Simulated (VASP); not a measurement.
Given:

```
CELL_PARAMETERS angstrom
      4.21395     0.00000     0.00000
      0.00000     4.21395     0.00000
      0.00000     0.00000     4.21395
ATOMIC_POSITIONS crystal
  Ba 0.00000 0.00000 0.00000
  Zr 0.50000 0.50000 0.50000
  O  0.50000 0.00000 0.50000
  O  0.00000 0.50000 0.50000
  O  0.50000 0.50000 0.00000
```

Computed with r2SCAN meta-GGA, VASP's PBE PAW potentials (set 64) (plane waves; VASP). Run with 520 eV cut-off, 7×7×7 Γ-centred mesh, Gaussian smearing of 0.010 eV, potentials Ba_sv Zr_sv O.

Problem. Predict the energy per atom (σ→0).

Solution. 
| Quantity | Result |
|---|---|
| energy per atom (σ→0) | -17.022 eV/atom |

The compound is BaZrO3 in the cubic perovskite structure. It was relaxed first.
